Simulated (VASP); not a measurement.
# Al3Si2F (I-4m2) in VASP: further runs

The runs below take Al3Si2F through relaxation of cell and atoms, with PBE.

Program: VASP 6.6.1. These are calculated values, not measurements. Logs are shortened: lines on timing, memory, paths and dates and some standing lists are left out, and cuts for length are marked.

## 1. Starting point

The structure is tetragonal, space group I-4m2 (No. 119). Conventional cell: a = 3.415 Å, b = 3.415 Å, c = 14.490 Å, α = 90.00°, β = 90.00°, γ = 90.00°. Al (site symmetry -4m2) has 4 Si at 2.09 Å as nearest neighbours. Al (site symmetry 2mm) is surrounded by 2 F at 2.09 Å and 2 Si at 2.09 Å. Si (site symmetry 2mm) has 4 Al at 2.09 Å as nearest neighbours. Around F (site symmetry -4m2) lie 4 Al at 2.09 Å.

The cell was built by a generator and needn't be a form met in nature.

## 2. Relaxation of cell and atoms, PBE

Input file INCAR:

```
PREC = Normal
ENCUT = 520
EDIFF = 1E-4
ISMEAR = 0
SIGMA = 0.15
LREAL = F
LASPH = T
NELM = 60
ALGO = Fast
ISIF = 3
LWAVE = F
LCHARG = F
GGA = PE
IBRION = 2
NSW = 24
EDIFFG = -0.08
KPAR = 2
```

Input file KPOINTS:

```
Automatic mesh
0
Gamma
  6 6 6
```

Input file POSCAR:

```
Al3Si2F
1.0
   -1.7075000000      1.7075000000      7.2450000000
    1.7075000000     -1.7075000000      7.2450000000
    1.7075000000      1.7075000000     -7.2450000000
Al Si F
3 2 1
Direct
    0.7500000000      0.2500000000      0.5000000000
    0.4167000000      0.9167000000      0.5000000000
    0.0833000000      0.5833000000      0.5000000000
    0.6667000000      0.6667000000      0.0000000000
    0.3333000000      0.3333000000      0.0000000000
    0.0000000000      0.0000000000      0.0000000000
```

Potentials or basis: VASP PAW PBE potentials, release 64 (Al, Si, F).

The run is started by

```bash
cat potpaw_PBE.64/Al/POTCAR potpaw_PBE.64/Si/POTCAR potpaw_PBE.64/F/POTCAR > POTCAR
mpirun -np 2 vasp_std > vasp.out
```

OUTCAR:

```text
PREC = Normal
   ENCUT = 520
   EDIFF = 1E-4
   ISMEAR = 0
   LREAL = F
   LASPH = T
   NELM = 60
   ISIF = 3
   GGA = PE
   IBRION = 2
   NSW = 24
   EDIFFG = -0.08

 ion  position               nearest neighbor table
   1  0.750  0.250  0.500-   5 2.09   4 2.09   5 2.09   4 2.09
   2  0.417  0.917  0.500-   6 2.09   6 2.09   5 2.09   5 2.09
   3  0.083  0.583  0.500-   6 2.09   6 2.09   4 2.09   4 2.09
   4  0.667  0.667  0.000-   1 2.09   1 2.09   3 2.09   3 2.09
   5  0.333  0.333  0.000-   1 2.09   1 2.09   2 2.09   2 2.09
   6  0.000  0.000  0.000-   3 2.09   2 2.09   3 2.09   2 2.09

  LATTYP: Found a body centered tetragonal cell.
 ALAT       =     3.4150000000
 C/A-ratio  =     4.2430453880

  Lattice vectors:

 A1 = (  -1.7075000000,   1.7075000000,   7.2450000000)
 A2 = (   1.7075000000,  -1.7075000000,   7.2450000000)
 A3 = (   1.7075000000,   1.7075000000,  -7.2450000000)

Analysis of symmetry for initial positions (statically):
=====================================================================
 Subroutine PRICEL returns:
 Original cell was already a primitive cell.

 Routine SETGRP: Setting up the symmetry group for a
 body centered tetragonal supercell.

 Subroutine GETGRP returns: Found  8 space group operations
 (whereof  8 operations were pure point group operations)
 out of a pool of 16 trial point group operations.

The static configuration has the point symmetry D_2d.

Analysis of symmetry for dynamics (positions and initial velocities):
=====================================================================
 Subroutine PRICEL returns:
 Original cell was already a primitive cell.

 Routine SETGRP: Setting up the symmetry group for a
 body centered tetragonal supercell.

 Subroutine GETGRP returns: Found  8 space group operations
 (whereof  8 operations were pure point group operations)
 out of a pool of 16 trial point group operations.

The dynamic configuration has the point symmetry D_2d.

 Subroutine INISYM returns: Found  8 space group operations
 (whereof  8 operations are pure point group operations),
 and found     1 'primitive' translations

----------------------------------------------------------------------------------------

                                     Primitive cell

  volume of cell :      84.4928

  direct lattice vectors                    reciprocal lattice vectors
    -1.707500000  1.707500000  7.245000000     0.000000000  0.292825769  0.069013112
     1.707500000 -1.707500000  7.245000000     0.292825769  0.000000000  0.069013112
     1.707500000  1.707500000 -7.245000000     0.292825769  0.292825769  0.000000000

  length of vectors
     7.636827712  7.636827712  7.636827712     0.300848368  0.300848368  0.414118173

  position of ions in fractional coordinates (direct lattice)
     0.750000000  0.250000000  0.500000000
     0.416700000  0.916700000  0.500000000
     0.083300000  0.583300000  0.500000000
     0.666700000  0.666700000  0.000000000
     0.333300000  0.333300000  0.000000000
     0.000000000  0.000000000  0.000000000

  ion indices of the primitive-cell ions
   primitive index   ion index
                 1           1
                 2           2
                 3           3
                 4           4
                 5           5
                 6           6

----------------------------------------------------------------------------------------

 KPOINTS: Automatic mesh

Automatic generation of k-mesh.
 Grid dimensions read from file:
 generate k-points for:    6    6    6

 Generating k-lattice:

  Cartesian coordinates                     Fractional coordinates (reciprocal lattice)
     0.000000000  0.048804295  0.011502185     0.166666667  0.000000000  0.000000000
     0.048804295  0.000000000  0.011502185     0.000000000  0.166666667  0.000000000
     0.048804295  0.048804295  0.000000000     0.000000000  0.000000000  0.166666667

  Length of vectors
     0.050141395  0.050141395  0.069019696

  Shift w.r.t. Gamma in fractional coordinates (k-lattice)
     0.000000000  0.000000000  0.000000000

 Subroutine IBZKPT returns following result:
 ===========================================

 Found     30 irreducible k-points:

 Following reciprocal coordinates:
            Coordinates               Weight
  0.000000  0.000000  0.000000      1.000000
  0.166667  0.000000 -0.000000      8.000000
  0.333333 -0.000000  0.000000      8.000000
  0.500000  0.000000 -0.000000      4.000000
  0.166667  0.166667 -0.000000      8.000000
  0.333333  0.166667 -0.000000     16.000000
[... 16 lines left out ...]
 -0.333333 -0.333333  0.166667      8.000000
 -0.166667 -0.333333  0.166667      8.000000
 [... further k-points ...]
   k-points           NKPTS =     30   k-points in BZ     NKDIM =     30   number of bands    NBANDS=     16
   number of dos      NEDOS =    301   number of ions     NIONS =      6
   total plane-waves  NPLWV = 110592
   dimension x,y,z NGX =    48 NGY =   48 NGZ =   48
   dimension x,y,z NGXF=    96 NGYF=   96 NGZF=   96
   ions per type =               3   2   1
   NGX,Y,Z   is equivalent  to a cutoff of  10.45, 10.45, 10.45 a.u.
   NGXF,Y,Z  is equivalent  to a cutoff of  20.90, 20.90, 20.90 a.u.
 SYSTEM =  unknown system
   PREC   = normal    normal or accurate (medium, high low for compatibility)
   ISTART =      0    job   : 0-new  1-cont  2-samecut
   ICHARG =      2    charge: 1-file 2-atom 10-const
   ISPIN  =      1    spin polarized calculation?
   LNONCOLLINEAR =      F non collinear calculations
   LSORBIT =      F    spin-orbit coupling
   LASPH  =      T    aspherical Exc in radial PAW
   ENCUT  =  520.0 eV  38.22 Ry    6.18 a.u.  14.20 14.20 14.20*2*pi/ulx,y,z
   NELM   =     60;   NELMIN=  2; NELMDL= -5     # of ELM steps
   EDIFF  = 0.1E-03   stopping-criterion for ELM
   LREAL  =      F    real-space projection
   EDIFFG = -.8E-01   stopping-criterion for IOM
   NSW    =     24    number of steps for IOM
   IBRION =      2    ionic relax: 0-MD 1-quasi-New 2-CG
   NFREE  =      1    steps in history (QN), initial steepest desc. (CG)
   ISIF   =      3    stress and relaxation
   ISYM   =      2    0-nonsym 1-usesym 2-fastsym
   POTIM  = 0.5000    time-step for ionic-motion
   TEBEG  =    0.0;   TEEND  =   0.0 temperature during run
   PSTRESS=    0.0 pullay stress
   NELECT =      24.0000    total number of electrons
   NUPDOWN=      -1.0000    fix difference up-down
   EMIN   =  10.00;   EMAX   =-10.00  energy-range for DOS
   EFERMI =   0.00;   METHOD = LEGACY
   ISMEAR =     0;   SIGMA  =   0.15  broadening in eV -4-tet -1-fermi 0-gaus
   EFERMI_NEDOS =   21; number of points for ismear=-14 and -15
   IALGO  =     68    algorithm
   IMIX   =      4    mixing-type and parameters
     AMIX     =   0.40;   BMIX     =  1.00
     AMIX_MAG =   1.60;   BMIX_MAG =  1.00
  volume/ion in A,a.u.               =      14.08        95.03
  Fermi-wavevector in a.u.,A,eV,Ry     =   1.076148  2.033625 15.756831  1.158094
  Thomas-Fermi vector in A             =   2.212024
   LORBIT       =      0    0 simple, 1 ext, 2 COOP (PROOUT), +10 PAW based schemes
   GGA     = PE    functional components
   LHFCALC =     F    Hartree Fock is set to
   AEXX    =    0.0000 exact exchange contribution
   IVDW    =     0    specifies the selected vdW correction
   LEPSILON=     F    determine dielectric tensor
   LRPA    =     F    only Hartree local field effects (RPA)
 conjugate gradient relaxation of ions
 non-spin polarized calculation
 RMM-DIIS sequential band-by-band and
 Gauss-broadening in eV      SIGMA  =   0.15
  energy-cutoff  :      520.00
  volume of cell :       84.49
 maximum number of plane-waves:      2295
   NGX = 29   NGY = 29   NGZ = 29

--------------------------------------- Ionic step        1  -------------------------------------------

 number of electron      23.9999999 magnetization

 Free energy of the ion-electron system (eV)
  ---------------------------------------------------
  ext. energy  EPLUGINS =         0.00000000
  ---------------------------------------------------
  free energy    TOTEN  =       -19.14714285 eV

  energy without entropy =      -19.10093881  energy(sigma->0) =      -19.12404083

 E-fermi :   8.6564     XC(G=0): -10.3770

 val. band max:        8.6489542442   @ k =   0.5000   0.3333  -0.0000
 cond. band min:       8.6637309231   @ k =  -0.3333   0.5000   0.1667
 fundamental gap:      0.0147766789
 Fermi energy:         8.6564486486

 k-point     1 :       0.0000    0.0000    0.0000
  band No.  band energies     occupation
      1     -19.4382      2.00000
      2      -3.8873      2.00000
      3      -2.7066      2.00000
      4      -0.9963      2.00000
      5      -0.9963      2.00000
      6      -0.1231      2.00000
[... 433 lines left out ...]
      3      -2.2849      2.00000
      4      -1.3009      2.00000
      5      -0.9699      2.00000
      6      -0.4931      2.00000
[... 8 lines left out ...]
     15      11.6585      0.00000
     16      12.4471      0.00000

 [... further k-points ...]
[... 5 lines left out ...]
  --------------------------------------------------------------------------------------
  -------------------------------------------------------------------------------------
  Total       31.7837794     31.7837794     26.4379420      0.0000000      0.0000000      0.0000000
  in kB      602.6932310    602.6932310    501.3239142      0.0000000      0.0000000      0.0000000
  external PRESSURE =     568.9034587 kB  Pullay stress =       0.0000000 kB
[... 27 lines left out ...]
--------------------------------------- Ionic step        2  -------------------------------------------

 number of electron      23.9999968 magnetization

 E-fermi :   2.5782     XC(G=0):  -7.9290

 val. band max:        2.5591391939   @ k =   0.5000   0.0000  -0.0000
 cond. band min:       2.5860011705   @ k =   0.1667   0.0000  -0.0000
 fundamental gap:      0.0268619765
 Fermi energy:         2.5781665597

 k-point     1 :       0.0000    0.0000    0.0000
  band No.  band energies     occupation
      1     -21.6903      2.00000
      2      -6.0533      2.00000
      3      -5.1294      2.00000
      4      -3.5320      2.00000
      5      -3.5320      2.00000
      6      -3.2959      2.00000
[... 433 lines left out ...]
      3      -5.0421      2.00000
      4      -3.7055      2.00000
      5      -3.5199      2.00000
      6      -3.4235      2.00000
[... 8 lines left out ...]
     15       4.7942      0.00000
     16       5.4886      0.00000

 [... further k-points ...]
[... 5 lines left out ...]
  --------------------------------------------------------------------------------------
  -------------------------------------------------------------------------------------
  Total      -11.9669176    -11.9669176    -14.6464783      0.0000000      0.0000000      0.0000000
  in kB     -118.7116503   -118.7116503   -145.2928543      0.0000000      0.0000000      0.0000000
  external PRESSURE =    -127.5720516 kB  Pullay stress =       0.0000000 kB
[... 61 lines left out ...]
  FREE ENERGIE OF THE ION-ELECTRON SYSTEM (eV)
  ---------------------------------------------------
  free  energy   TOTEN  =       -24.9744495797 eV

  energy  without entropy=      -24.9367728818  energy(sigma->0) =      -24.95561123

[... ionic steps 4 to 21 ...]

--------------------------------------- Ionic step       22  -------------------------------------------

 number of electron      24.0000006 magnetization

------------------------ aborting loop because EDIFF is reached ----------------------------------------
[... 75 lines left out ...]
--------------------------------------- Ionic step       24  -------------------------------------------

 number of electron      24.0000006 magnetization

 Free energy of the ion-electron system (eV)
  ---------------------------------------------------
  ext. energy  EPLUGINS =         0.00000000
  ---------------------------------------------------
  free energy    TOTEN  =       -25.94155821 eV

  energy without entropy =      -25.92142790  energy(sigma->0) =      -25.93149306

 E-fermi :   6.1870     XC(G=0):  -9.5232

 val. band max:        6.1559984264   @ k =   0.5000   0.3333  -0.0000
 cond. band min:       6.1899472404   @ k =  -0.1667  -0.3333   0.1667
 fundamental gap:      0.0339488140
 Fermi energy:         6.1870059942

 k-point     1 :       0.0000    0.0000    0.0000
  band No.  band energies     occupation
      1     -20.6882      2.00000
      2      -4.4943      2.00000
      3      -3.1657      2.00000
      4      -3.1657      2.00000
      5      -2.5001      2.00000
      6      -0.5444      2.00000
[... 433 lines left out ...]
      3      -3.1451      2.00000
      4      -3.1213      2.00000
      5      -2.5933      2.00000
      6      -1.1242      2.00000
[... 8 lines left out ...]
     15       8.4923      0.00000
     16       8.8228      0.00000

 [... further k-points ...]
[... 5 lines left out ...]
  --------------------------------------------------------------------------------------
  -------------------------------------------------------------------------------------
  Total       -0.0276093     -0.0276093     -0.2060767      0.0000000     -0.0000000      0.0000000
  in kB       -0.4181590     -0.4181590     -3.1211511      0.0000000     -0.0000000      0.0000000
  external PRESSURE =      -1.3191564 kB  Pullay stress =       0.0000000 kB
[... 21 lines left out ...]
  FREE ENERGIE OF THE ION-ELECTRON SYSTEM (eV)
  ---------------------------------------------------
  free  energy   TOTEN  =       -25.9415582119 eV

  energy  without entropy=      -25.9214278998  energy(sigma->0) =      -25.93149306

 reached required accuracy - stopping structural energy minimisation
```

It took 10 min on 2 MPI ranks of Intel Xeon Platinum 8175M at 2.50GHz (Skylake/Cascade Lake), shared host; peak memory 0.36 GiB.

Results:

* Free energy: -25.9416 eV
* Relaxed volume: 17.63 Å³/atom
* Relaxed cell: a = 6.742 Å, b = 6.742 Å, c = 6.742 Å, α = 143.90°, β = 143.90°, γ = 51.97°
* Space group after relaxing (to 0.05 Å): I-4m2 (No. 119)
* Energy gained by relaxing: 1132.4 meV/atom
* Ionic steps: 24
* Pressure after relaxing: -0.1 GPa
* Largest force after relaxing: 0.068 eV/Å
* Band gap on the k mesh: none (metal or under the smearing width)

Forces in eV/Å, atoms in the order of the input:
```
Al   0.000  0.000  0.000
Al   0.000  0.000 -0.068
Al   0.000  0.000  0.068
Si   0.000  0.000 -0.065
Si   0.000  0.000  0.065
F    0.000  0.000  0.000
```

Step by step:
```csv
step,energy change (eV),largest force (eV/Å),pressure (GPa),volume (Å³)
1,0.0000,3.8520,56.89,84.49
2,-4.0542,0.8226,-12.76,161.51
3,-5.8273,1.0137,-0.66,125.29
4,-5.8272,1.0272,-0.17,124.37
5,-6.0058,0.7511,-0.30,124.20
6,-6.2622,0.4360,-0.64,123.42
7,-6.2778,0.6438,-0.85,123.04
8,-6.3777,0.5802,-0.43,119.99
9,-6.4480,0.5847,0.33,114.67
10,-6.4482,0.5937,0.83,113.23
11,-6.5230,0.3625,-1.44,114.53
12,-6.5340,0.5040,-3.34,115.68
13,-6.5632,0.5137,-3.25,114.83
14,-6.6395,0.5277,-2.42,112.31
15,-6.7409,0.4883,-0.29,107.38
16,-6.5125,0.5033,7.35,97.92
17,-6.7506,0.4616,0.37,106.11
18,-6.7528,0.3545,2.05,103.74
19,-6.7561,0.4135,1.26,104.80
20,-6.7828,0.1858,0.84,104.57
21,-6.7853,0.1106,0.87,104.47
22,-6.7913,0.1166,-0.01,105.51
23,-6.7919,0.1240,-0.31,105.91
24,-6.7944,0.0676,-0.13,105.79
```

Final structure:
```
Al Si F
1.0
    -2.08892    2.08892    6.06068
     2.08892   -2.08892    6.06068
     2.08892    2.08892   -6.06068
Al Si F
3 2 1
Direct
  0.75000 0.25000 0.50000
  0.48138 0.98138 0.50000
  0.01862 0.51862 0.50000
  0.63557 0.63557 0.00000
  0.36443 0.36443 0.00000
  0.00000 0.00000 0.00000
```

Levels at points of the mesh, in eV from the Fermi level:
```tsv
k point	band 9	band 10	band 11	band 12	band 13	band 14	band 15	band 16
(0.00, 0.00, 0.00)	-1.77	-1.46	-1.46	-1.37	0.27	0.38	1.84	3.47
(0.50, 0.00, 0.00)	-2.60	-2.19	-1.70	-0.51	0.78	1.32	2.75	3.10
(0.50, 0.50, 0.00)	-3.92	-3.65	-2.97	-0.77	-0.32	0.40	2.84	3.63
(0.50, 0.50, 0.50)	-2.31	-2.31	-1.19	-0.16	-0.16	0.63	1.85	2.13
```

Caveat: the k mesh is coarse (spacing up to 0.43 Å⁻¹), so the values aren't converged; the volume moved by over 15 % at a fixed basis, so the end points are rough; the relaxation stopped at a loose force limit of 0.08 eV/Å, so its end isn't a converged minimum.

## 3. Relaxation of cell and atoms, PBE

This run uses another cell than the first one, of the same volume but with other edges.

INCAR is that of step 2.

Input file KPOINTS:

```
Automatic mesh
0
Gamma
  5 5 2
```

Input file POSCAR:

```
Al3Si2F
1.0
    3.4150000000      0.0000000000      0.0000000000
   -1.7075000000      2.9574767500      0.0000000000
    0.0000000000      0.0000000000      8.3700000000
Al Si F
3 2 1
Direct
    0.3333333300      0.6666666700      0.1667000000
    0.6666666700      0.3333333300      0.8333000000
    0.0000000000      0.0000000000      0.5000000000
    0.6666666700      0.3333333300      0.3333000000
    0.3333333300      0.6666666700      0.6667000000
    0.0000000000      0.0000000000      0.0000000000
```

Potentials or basis: VASP PAW PBE potentials, release 64 (Al, Si, F).

The run is started by

```bash
cat potpaw_PBE.64/Al/POTCAR potpaw_PBE.64/Si/POTCAR potpaw_PBE.64/F/POTCAR > POTCAR
mpirun -np 2 vasp_std > vasp.out
```

Run time: 28 s. Hardware: 2 MPI ranks of Intel Xeon Platinum 8175M at 2.50GHz (Skylake/Cascade Lake), shared host; peak memory 0.15 GiB.

Results (log left out):

```
Free energy                            : -25.0863 eV
Relaxed volume                         : 16.96 Å³/atom
Relaxed cell                           : a = 3.726 Å, b = 3.726 Å, c = 8.463 Å, α = 90.00°, β = 90.00°, γ = 120.00°
Space group after relaxing (to 0.05 Å) : P-3m1 (No. 164)
Energy gained by relaxing              : 183.9 meV/atom
Ionic steps                            : 9
Pressure after relaxing                : -0.2 GPa
Largest force after relaxing           : 0.038 eV/Å
Band gap on the k mesh                 : none (metal or under the smearing width)
```

Forces in eV/Å, atoms in the order of the input:
```
Al   0.000  0.000 -0.038
Al   0.000  0.000  0.038
Al   0.000  0.000  0.000
Si   0.000  0.000 -0.020
Si   0.000  0.000  0.020
F    0.000  0.000  0.000
```

Step by step:
| step | energy change (eV) | largest force (eV/Å) | pressure (GPa) | volume (Å³) |
| --- | --- | --- | --- | --- |
| 1 | 0.0000 | 0.7495 | 20.58 | 84.54 |
| 2 | -0.9117 | 0.5761 | -4.62 | 108.64 |
| 3 | -1.0074 | 0.4694 | -0.43 | 101.90 |
| 4 | -1.0686 | 0.2930 | -0.26 | 101.89 |
| 5 | -1.0987 | 0.0848 | -0.03 | 101.85 |
| 6 | -1.0997 | 0.0924 | 0.05 | 101.84 |
| 7 | -1.0996 | 0.1062 | -0.01 | 101.84 |
| 8 | -1.1010 | 0.0896 | -0.06 | 101.82 |
| 9 | -1.1036 | 0.0383 | -0.19 | 101.77 |

Final structure:
```cif
data_structure
_symmetry_space_group_name_H-M 'P 1'
_symmetry_Int_Tables_number 1
_cell_length_a 3.7262
_cell_length_b 3.7262
_cell_length_c 8.4633
_cell_angle_alpha 90.000
_cell_angle_beta 90.000
_cell_angle_gamma 120.000
_cell_volume 101.77
loop_
_atom_site_label
_atom_site_type_symbol
_atom_site_fract_x
_atom_site_fract_y
_atom_site_fract_z
_atom_site_occupancy
Al1 Al 0.33333 0.66667 0.16947 1
Al2 Al 0.66667 0.33333 0.83053 1
Al3 Al 0.00000 0.00000 0.50000 1
Si1 Si 0.66667 0.33333 0.32360 1
Si2 Si 0.33333 0.66667 0.67640 1
F1 F 0.00000 0.00000 0.00000 1
```

Levels at points of the mesh, in eV from the Fermi level:
```
           k point  band 9  band 10  band 11  band 12  band 13  band 14  band 15  band 16
(0.00, 0.00, 0.00)   -1.15     0.54     0.54     0.93     0.93     2.85     2.85     3.80
(0.00, 0.00, 0.50)    0.61     0.61     0.85     0.85     1.34     2.64     2.64     3.25
```

Caveat: the k mesh is coarse (spacing up to 0.42 Å⁻¹), so the values aren't converged; the volume moved by over 15 % at a fixed basis, so the end points are rough; the relaxation stopped at a loose force limit of 0.08 eV/Å, so its end isn't a converged minimum.

(Continued in part 2 of 3.)
